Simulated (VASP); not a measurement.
```xyz
2
Lattice="2.9331 0.0000 0.0000 0.0000 2.9331 0.0000 0.0000 0.0000 2.9331" Properties=species:S:1:pos:R:3 pbc="T T T"
Cr     0.0000     0.0000     0.0000
Cr     1.4665     1.4665     1.4665
```
Starting moments (μB, in the order of the record's atoms Cr Cr): 1.5 -1.5.

These are RPBE GGA, VASP's PBE PAW potentials (set 64) (plane waves; VASP) values and carry that method's errors. Run with 520 eV cut-off, 13×13×13 Γ-centred mesh, first-order Methfessel-Paxton smearing of 0.10 eV, potentials Cr_pv.

Task: Predict the cell moment, energy per atom (σ→0), pressure, band gap (on the k-mesh) with the smallest direct gap where there is one.

Result: 
```
Property                                                    Result
------------------------  ----------------------------------------
band gap (on the k-mesh)  none (metal, semimetal or under 0.01 eV)
cell moment                                                0.00 μB
energy per atom (σ→0)                       -870.6 kJ/mol of atoms
pressure                                                 -3.28 GPa
```

Task: Give the moment on each site (PAW-sphere projection).

Result: 
| site | moment (μB) |
|---|---|
| Cr1 | 1.72 |
| Cr2 | -1.72 |

The absolute energy has meaning only against runs of the same code, potentials and settings.

The compound is Cr in the bcc, AFM order structure. This cell is one point of a volume scan, at 1.03 of the reference volume.
